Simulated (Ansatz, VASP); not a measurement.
# Cross-check of Hf (Hafnium) between VASP and Ansatz

Wanted: the spread between two codes on one cell, functional and k mesh. The cell is taken from a series of runs on this material, whose earlier steps may have relaxed, scaled, displaced or heated it; both programs get it as it stands.

Main program and level: Ansatz 0.2.0; plane waves, with VASP 6.6.1 beside it; relaxation of cell and atoms at PBE.

## 1. The starting structure

Symmetry: P6_3/mmc, No. 194, hexagonal system. The conventional cell has a = 3.205 Å, b = 3.205 Å, c = 5.067 Å, α = 90.00°, β = 90.00°, γ = 120.00°. Hf has 12 Hf at 3.14 to 3.20 Å nearest.

## 2. Ansatz: relaxation of cell and atoms, PBE

Ansatz runs on its default PAW (the set named soft_2) files.

The relaxed volume is the usual yardstick between codes: in a stiff, nearly cubic crystal its relative difference is about their pressure difference at one cell divided by the bulk modulus.

The input, input.yaml:

```yaml
crystal:
  lattice:
    - [3.2049358585, 0.0, 0.0]
    - [-1.6024679292, 2.7755558709, 0.0]
    - [0.0, 0.0, 5.0670567833]
  atoms:
    - { symbol: Hf, position: [0.3333333333, 0.6666666667, 0.25] }
    - { symbol: Hf, position: [0.6666666667, 0.3333333333, 0.75] }
kpoints:
  mp_grid: { grid: [18, 18, 10] }
hamiltonian:
  xc: pbe
scf:
  occupations: { method: methfessel_paxton, width: 0.2 }
output:
  forces: true
  stress: true
  eigenvalues: true
relax:
  adjacent_minimum: "off"
  f_tol: 0.001
  max_steps: 60
  cell: { stress_tol: 0.01 }
```

The run is started by

```
> ansatz run input.yaml --threads 8 --pin off --max-ram 14336MiB --backend cpu --events-out ev --progress --plain --runs-dir out
```

Numbers of over 12 decimals in the logs are rounded to 6 here.

What it wrote:

```text
Engine: ansatz 0.2.0, x86_64-unknown-linux-gnu
Pseudopotentials: kind: paw
Pseudopotential: Hf, paw, valence charge 26, recommended cutoff 420 eV (normal), Hf.paw.azcp
Functional definition: PBE
  parameter kappa = 0.804
  parameter beta = 0.066725
  exchange = pbe_x(kappa = kappa, mu = beta*pi^2/3)
  correlation = pbe_c(beta = beta)
Crystal: 2 atoms, lattice volume = 45.074 Å³
Basis set: ecut = 420 eV, 881 PW (Γ), exchange–correlation on 48×48×72 points (8 copies of the dense FFT grid, shifted against one another)
Bands: 32, of which v1, the nominal top of the filled ones, is band 26 counted from 1 (25 counted from 0)
Symmetry: 24 space group operations
Space group: P63/mmc (ITA 194), of the structure as read, at distance tolerance 3.6e-5 Å
k-points: 222 of 3240
Non-local potential: Hf, projectors of the file, l = 0: 3, l = 1: 2, l = 2: 2, l = 3: 3
PAW form: soft (Blöchl's): semilocal exchange-correlation on the pseudo side does not see the compensation charge
PAW one-centre angular grid: Hf, 590 points (default); XC on 64 Gauss nodes
Initial density: superposition of atomic densities (neutral atoms: chi_scale 0, normalization atom), corrected by the library's trained network
Initial wavefunctions: pseudopotential atomic-orbital guess
Functional: x = pbe(κ = 0.804, μ = 0.219515), c = pbe(β = 0.066725)
SCF iter   1: F=—  HF=-31442.723288 eV  |F-HF|=—  |Δ(HF+E_count)|=         —  Δρ=3.19e-3  dr2=2.49e-3  ethr=1.77e-3  ⟨swp⟩=4.1  Hψ=22936  notcnv=0
preconditioner: auto → Kerker (q_TF=auto, 2.794 Å⁻¹)  [metal: Δε(μ)=0.006 eV  Ē_g=17.560 eV  σ=0.200 eV  W_gap=0.03  n_scr=22 (ndim 8)  ℏωp=38.3 eV  f_vac=0.000  D(μ)=1.41/eV (n_scr^D=8)]
SCF iter   2: F=—  HF=-31442.723563 eV  |F-HF|=—  |Δ(HF+E_count)|=   2.75e-4  S|Δr|=    0.00e0  Δρ=2.01e-3  dr2=1.09e-3  ethr=4.79e-6  ⟨swp⟩=2.1  Hψ=10725  notcnv=0
SCF iter   3: F=—  HF=-31442.723735 eV  |F-HF|=—  |Δ(HF+E_count)|=   1.72e-4  S|Δr|=    0.00e0  Δρ=3.24e-4  dr2=4.31e-5  ethr=2.10e-6  ⟨swp⟩=3.0  Hψ=12731  notcnv=0
SCF iter   4: F=—  HF=-31442.723739 eV  |F-HF|=—  |Δ(HF+E_count)|=   4.60e-6  S|Δr|=    0.00e0  Δρ=1.75e-4  dr2=8.28e-6  ethr=8.28e-8  ⟨swp⟩=2.0  Hψ=12863  notcnv=0
SCF iter   5: F=—  HF=-31442.723736 eV  |F-HF|=—  |Δ(HF+E_count)|=   2.92e-6  S|Δr|=    0.00e0  Δρ=5.73e-5  dr2=8.57e-7  ethr=1.59e-8  ⟨swp⟩=2.0  Hψ=11039  notcnv=0
SCF iter   6: F=-31442.723737 eV  HF=-31442.723737 eV  |F-HF|=6.25e-9  |Δ(HF+E_count)|=   4.02e-7  S|Δr|=    0.00e0  Δρ=1.37e-5  dr2=5.29e-8  ethr=1.92e-10  ⟨swp⟩=5.2  Hψ=37288  notcnv=0
SCF 1 converged in 6 iterations: F = -31442.723737 eV  dr2 = 5.29e-8
  greatest PAW one-centre occupation: 0.998 electrons in one spin orbital (limit 2), on the Hf atom at site 1 (counted from 0), in its partial waves of l = 0
relax step   1: F+E_penalty+E_count = -31442.72373671 eV  Δ(F+E_penalty+E_count) = +0.000e0 eV  max|allowed force component| = 8.327e-17 eV/Å  Δτ_max = 0.0000 Å  P = -0.013 GPa  Ω = 45.074 Å³  (6 SCF iters, dr2 threshold 1.00e-7 eV, accepted)
[...]
relax step   2: F+E_penalty+E_count = -31442.72374225 eV  Δ(F+E_penalty+E_count) = -5.540e-6 eV  max|allowed force component| = 1.480e-16 eV/Å  Δτ_max = 0.0000 Å  P = +0.019 GPa  Ω = 45.061 Å³  energy of the carried Pulay correction = +3.601e-6 eV  (4 SCF iters, dr2 threshold 6.89e-9 eV, accepted)
[...]
relax step   3: F+E_penalty+E_count = -31442.72374063 eV  Δ(F+E_penalty+E_count) = +1.624e-6 eV  max|allowed force component| = 1.110e-16 eV/Å  Δτ_max = 0.0000 Å  P = -0.002 GPa  Ω = 45.070 Å³  energy of the carried Pulay correction = +1.161e-6 eV  (2 SCF iters, dr2 threshold 2.88e-9 eV, accepted)
[...]
relax step   4: F+E_penalty+E_count = -31442.72373870 eV  Δ(F+E_penalty+E_count) = +1.930e-6 eV  max|allowed force component| = 2.776e-17 eV/Å  Δτ_max = 0.0000 Å  P = -0.002 GPa  Ω = 45.070 Å³  stress off target by 2.64e-3 GPa  SCF on the basis re-selected at this cell (its energy is not comparable with the rows above)  (6 SCF iters)
basis re-selected at this cell: Δ(F+E_penalty+E_count) = +1.930e-6 eV, ΔP = +0.000 GPa vs the last step (what re-selecting the basis moved, of the pressure what is left beyond the Pulay correction that the steps carried, after the strain that the cell walked since its last selection, with what the two solves' SCF thresholds leave and, on support functions, any second-order correction that the steps lacked; it is no m [...]
SCF converged after 6 iterations
Stability not checked: this state was not tested for a lower state beside it, because cold or Methfessel-Paxton smearing, or corrected tetrahedra, fill the levels in a way that the test cannot read (fill_not_monotonic; see scf.lower_state_search)
Free energy (F): -31442.723739 eV
Harris-Foulkes:  -31442.723739 eV  (|F-HF|=1.46e-11)
Internal energy: -31442.728009 eV  (E = F + TS)
E sigma→0 (E₀):  -31442.724806 eV
Entropy (-TS):   0.004271 eV (2.135 meV/atom)
Fermi energy:    19.762935 eV
--- Per-component energies (eV) ---
  E_band       = 63.387649
  E_kinetic    = 847.885459
  E_local      = -10181.409075  (includes V_loc(G=0)·N_el)
  E_nonlocal   = -2488.743641
  E_hartree    = 4786.950176
  E_xc         = -600.130826
  E_vxc        = -532.254892  (∫ρ·V_xc dr)
  E_paw        = -13855.527096  (= ΣΔE_a)
  E_vpaw       = 2844.009441  (= ΣTr[D̂ρ^β])
  E_aug_tail   = -0.000002  (compensation charges beyond the density's cutoff)
  E_ewald      = -9951.753004
  E_smearing   = 0.004271  (= −TS)
  E_closure    = 0.000000  (closes the sum)
  Σ components = -31442.723739   (vs F -31442.723739, Δ=0.00e0)
--- Forces (eV/Å), atoms counted from 1 ---
  atom   1  Hf    -0.00000000    -0.00000000     0.00000000
  atom   2  Hf     0.00000000     0.00000000     0.00000000
  max |Σ_I F_I| component: 1.85e-17 eV/Å
--- Stress (GPa, compression-positive) ---
       -0.002645      -0.000000       0.000000
       -0.000000      -0.002645       0.000000
        0.000000       0.000000      -0.001236
  P = ⅓ Tr σ = -0.0022 GPa (-0.022 kbar)
--- Band table (eV; the first three rows and the last of 222) ---
  k-point 0: bands = [... 22 lower, 12.3943, 16.0598, 20.3662, 20.9156, 20.9156, 21.2062, 21.7331, 21.7331, ... 2 higher]
  k-point 1: bands = [... 22 lower, 12.4861, 16.0116, 20.2334, 20.8585, 20.8585, 21.1250, 21.6549, 21.6549, ... 2 higher]
  k-point 2: bands = [... 22 lower, 12.7552, 15.8411, 19.9497, 20.7543, 20.7543, 20.8979, 21.4563, 21.4563, ... 2 higher]
  k-point 221: bands = [... 22 lower, 18.0014, 18.0014, 18.2920, 18.2920, 19.5378, 19.5378, 22.2610, 22.2610, ... 2 higher]
--- Relaxed structure (3 steps of the walk, 3 accepted, 1 SCFs on fresh bases) ---
  F+E_penalty+E_count = -31442.72373870 eV   max|allowed force component| = 2.776e-17 eV/Å   (the final SCF, on the basis selected at the relaxed cell)
  cell:  # Å, volume = 45.0698 Å³
    - [3.205345, -2.8871221861146762e-11, 0.0]
    - [-1.602672, 2.775910, 0.0]
    - [0.0, 0.0, 5.065298]
  atoms:
    - { symbol: Hf, position: [0.333333, 0.666667, 0.25] }
    - { symbol: Hf, position: [0.666667, 0.333333, 0.750000] }
```

## 3. VASP: relaxation of cell and atoms, PBE

The same cell, functional, mesh and smearing now go to VASP, with its own data sets.

Lines of VASP's logs that name or quote its potential files are left out, and so is its time.

The input, INCAR:

```
SYSTEM = Hf
PREC = Accurate
ENCUT = 500
EDIFF = 1E-07
NELM = 120
ISMEAR = 1
SIGMA = 0.2
LREAL = .FALSE.
ALGO = Normal
GGA = PE
NBANDS = 16
LASPH = .TRUE.
LORBIT = 11
LWAVE = .FALSE.
LCHARG = .FALSE.
ISIF = 3
IBRION = 2
NSW = 80
EDIFFG = -0.005
GGA_COMPAT = .FALSE.
NELMIN = 4
```

The input, POSCAR:

```
Hf
1.0
    3.2049360000      0.0000000000      0.0000000000
   -1.6024680000      2.7755560000      0.0000000000
    0.0000000000      0.0000000000      5.0670570000
Hf
2
Direct
    0.3333333934      0.6666667868      0.2499999507
    0.6666666066      0.3333332132      0.7500000493
```

The input, KPOINTS:

```
Automatic mesh
0
Gamma
18 18 10
0 0 0
```

PAW data sets: Hf_pv (PBE family, release 64).

The run is started by

```
> mpirun -np 1 vasp_std
```

What it wrote:

```text
[banner, memory and clock lines left out]
running    1 mpi-ranks, on    1 nodes
 distrk:  each k-point on    1 cores,    1 groups
 distr:  one band on    1 cores,    1 groups

 POSCAR found type information on POSCAR Hf
 POSCAR found :  1 types and       2 ions
 LDA part: xc-table for (Slater+PW92), standard interpolation
 POSCAR, INCAR and KPOINTS ok, starting setup
 FFT: planning ... GRIDC
 FFT: planning ... GRID_SOFT
 FFT: planning ... GRID
 WAVECAR not read
 entering main loop
       N       E                     dE             d eps       ncg     rms          rms(c)
DAV:   1     0.466854401322E+02    0.46685E+02   -0.11332E+04  7144   0.115E+03
DAV:   2    -0.189264334030E+02   -0.65612E+02   -0.64174E+02  9368   0.247E+02
DAV:   3    -0.205620837572E+02   -0.16357E+01   -0.16274E+01  9544   0.266E+01
DAV:   4    -0.205748839495E+02   -0.12800E-01   -0.12797E-01  8816   0.291E+00
DAV:   5    -0.205750562273E+02   -0.17228E-03   -0.17227E-03  9576   0.277E-01    0.648E+01
DAV:   6    -0.200436618144E+02    0.53139E+00   -0.50733E-01  8544   0.484E+00    0.384E+01
DAV:   7    -0.198595937397E+02    0.18407E+00   -0.85874E-01  8736   0.602E+00    0.186E+00
DAV:   8    -0.198490264321E+02    0.10567E-01   -0.55707E-02  8304   0.161E+00    0.327E-01
DAV:   9    -0.198491320562E+02   -0.10562E-03   -0.11436E-03  9752   0.252E-01    0.195E-01
DAV:  10    -0.198491177362E+02    0.14320E-04   -0.61149E-05  8552   0.549E-02    0.237E-01
DAV:  11    -0.198491211804E+02   -0.34442E-05   -0.66913E-06  9288   0.199E-02    0.101E-02
DAV:  12    -0.198491212277E+02   -0.47279E-07   -0.44926E-07  8864   0.454E-03
   1 F= -.19849121E+02 E0= -.19850547E+02  d E =-.198491E+02
[...]
2 F= -.19849009E+02 E0= -.19850416E+02  d E =0.112606E-03
[...]
3 F= -.19849411E+02 E0= -.19850829E+02  d E =-.290036E-03
[...]
4 F= -.19849411E+02 E0= -.19850829E+02  d E =-.289978E-03
 curvature:  -0.23 expect dE=-0.187E-05 dE for cont linesearch -0.157E-07
 ZBRENT: accuracy reached
 trial: gam=-0.00090 g(F)=  0.124E-41 g(S)=  0.818E-05 ort = 0.931E-05 (trialstep = 0.890E+00)
 search vector abs. value=  0.817E-05
 bond charge predicted
       N       E                     dE             d eps       ncg     rms          rms(c)
DAV:   1    -0.198494302122E+02   -0.18966E-04   -0.95545E-04  7128   0.226E-01    0.286E-02
DAV:   2    -0.198494191718E+02    0.11040E-04   -0.15282E-05  9200   0.272E-02    0.116E-02
DAV:   3    -0.198494160005E+02    0.31713E-05   -0.37406E-06  9520   0.122E-02    0.989E-03
DAV:   4    -0.198494155982E+02    0.40230E-06   -0.10596E-06  9936   0.666E-03    0.511E-03
DAV:   5    -0.198494156065E+02   -0.82557E-08   -0.56026E-08  4336   0.171E-03
   5 F= -.19849416E+02 E0= -.19850833E+02  d E =-.440025E-05
 trial-energy change:   -0.000004  1 .order   -0.000004   -0.000007   -0.000002
 step:   1.1528(harm=  1.1528)  dis= 0.00000  next Energy=   -19.849416 (dE=-0.471E-05)
 reached required accuracy - stopping structural energy minimisation
```

From OUTCAR (step 3):

```text
ion  position               nearest neighbor table
   1  0.333  0.667  0.250-   2 3.14   2 3.14   2 3.14   2 3.14   2 3.14   2 3.14
   2  0.667  0.333  0.750-   1 3.14   1 3.14   1 3.14   1 3.14   1 3.14   1 3.14

  LATTYP: Found a hexagonal cell.
 ALAT       =     3.2049360000
 C/A-ratio  =     1.5810165944

 Subroutine GETGRP returns: Found 24 space group operations
 (whereof 12 operations were pure point group operations)

The static configuration has the point symmetry D_3d.
 The point group associated with its full space group is D_6h.

 Found    222 irreducible k-points:

   k-points           NKPTS =    222   k-points in BZ     NKDIM =    222   number of bands    NBANDS=     16

   dimension x,y,z NGX =    24 NGY =   24 NGZ =   40
   dimension x,y,z NGXF=    48 NGYF=   48 NGZF=   80

   ENCUT  =  500.0 eV  36.75 Ry    6.06 a.u.   5.84  5.84  9.24*2*pi/ulx,y,z

   NELECT =      20.0000    total number of electrons

 k-points in reciprocal lattice and weights: Automatic mesh
   0.00000000  0.00000000  0.00000000       0.000
   0.05555556 -0.00000000  0.00000000       0.002
   0.11111111 -0.00000000  0.00000000       0.002
   0.16666667  0.00000000  0.00000000       0.002
   0.22222222  0.00000000  0.00000000       0.002
   0.27777778 -0.00000000  0.00000000       0.002
   0.33333333 -0.00000000  0.00000000       0.002
   0.38888889  0.00000000  0.00000000       0.002
   0.44444444  0.00000000  0.00000000       0.002
[...]
0.33333333  0.27777778  0.50000000       0.004
   0.33333333  0.33333333  0.50000000       0.001

 average (electrostatic) potential at core
       1 -37.4232       2 -37.4232

 E-fermi :   4.9129

 k-point     1 :       0.0000    0.0000    0.0000
  band No.  band energies     occupation
    ...
      4     -25.3252      2.00000
      5     -25.3205      2.00000
      6     -25.3205      2.00000
      7      -2.4736      2.00000
      8       1.2023      2.00000
      9       5.5407     -0.00008
     10       6.0731     -0.00000
     11       6.0731     -0.00000
     12       6.3680     -0.00000
     13       6.8953     -0.00000
    ...

 k-point     2 :       0.0556   -0.0000    0.0000
  band No.  band energies     occupation
    ...
      4     -25.3384      2.00000
      5     -25.3289      2.00000
      6     -25.3227      2.00000
      7      -2.3802      2.00000
      8       1.2948      2.00000
      9       5.4147     -0.00223
     10       5.7921     -0.00000
     11       6.1607     -0.00000
     12       6.5898     -0.00000
     13       6.7930     -0.00000
    ...

 k-point     3 :       0.1111   -0.0000    0.0000
  band No.  band energies     occupation
    ...
      4     -25.3894      2.00000
      5     -25.3400      2.00000
      6     -25.3294      2.00000
      7      -2.1061      2.00000
      8       1.5602      2.00000
      9       5.0733      0.01903
     10       5.3467     -0.00893
     11       6.4214     -0.00000
     12       6.4963     -0.00000
     13       6.9292     -0.00000
    ...

  Total        0.0009447      0.0009447     -0.0043556      0.0000000      0.0000000     -0.0000000
  in kB        0.0337219      0.0337219     -0.1554728      0.0000000      0.0000000     -0.0000000
  external PRESSURE =      -0.0293430 kB  Pullay stress =       0.0000000 kB

  energy-cutoff  :      500.00
  volume of cell :       44.89
      direct lattice vectors                 reciprocal lattice vectors
     3.201506439  0.000000000  0.000000000     0.312352956  0.180337063 -0.000000000
    -1.600753220  2.772585913 -0.000000000    -0.000000000  0.360674126  0.000000000
     0.000000000 -0.000000000  5.056667432    -0.000000000  0.000000000  0.197758704

 POSITION                                       TOTAL-FORCE (eV/Angst)
 -----------------------------------------------------------------------------------
     -0.00000      1.84839      1.26417        -0.000000     -0.000000      0.000000
      1.60075      0.92419      3.79250         0.000000      0.000000     -0.000000
 -----------------------------------------------------------------------------------
    total drift:                               -0.000034     -0.000014     -0.000047

  FREE ENERGIE OF THE ION-ELECTRON SYSTEM (eV)
  ---------------------------------------------------
  free  energy   TOTEN  =       -19.8494156065 eV

  energy  without entropy=      -19.8536665016  energy(sigma->0) =      -19.85083257

 reached required accuracy - stopping structural energy minimisation

 total charge
# of ion       s       p       d       tot
------------------------------------------
    1        0.393   6.387   1.541   8.321
    2        0.393   6.387   1.541   8.321
--------------------------------------------------
tot          0.786  12.774   3.082  16.641

[... 3 further parts left out ...]
```

Harder data sets than Hf_pv exist (the GW ones), and pressures, volumes and forces can shift noticeably with them. The run keeps the 24 symmetry operations of its start, so it cannot find a distortion of lower symmetry.

## 4. Comparison

Known differences besides the potentials themselves: the data sets hold 52 valence electrons in Ansatz (on its default PAW (the set named soft_2) files) and 20 in VASP; the cutoff is 420 eV in Ansatz and 500 eV in VASP; Ansatz adds a Pulay correction to the stress that steers its cell, VASP none. Total energies have different zeros and are not compared.

Both answers:

| quantity | Ansatz | VASP | difference |
| --- | --- | --- | --- |
| volume (Å³) | 45.07 | 44.89 | +0.41 % |
| edge a after relaxation, in the typed setting (Å) | 3.205 | 3.201 | +0.12 % |
| edge c after relaxation, in the typed setting (Å) | 5.065 | 5.057 | +0.17 % |

## 5. Results

```json
{
 "difference in volume (relaxation of cell and atoms, PBE)": "0.41 %"
}
```

In words: The difference in volume is 0.41 % (relaxation of cell and atoms, PBE), within the 1.2 % picked in this series as the mark of a large difference, as far as the stopping tolerances let one tell. The data sets hold unlike numbers of valence electrons (52 in Ansatz and 20 in VASP), so part of the differences comes from the potentials. Such differences can come from data sets, numerical settings and the points named under the comparisons, not from the functional's error against experiment.

[Lines on the potential files, build, host, timing and source positions are cut from VASP's logs without a mark.]

[Logs are printed without paths, hosts, clocks, repeated set-up lines and the standing remarks that a program may print on its own settings, such as how far it seeks lower states.]

[Hosts, paths, dates, database ids (printed as entryN), source tags and the programs' standing remarks are cut or masked in the printed files.]
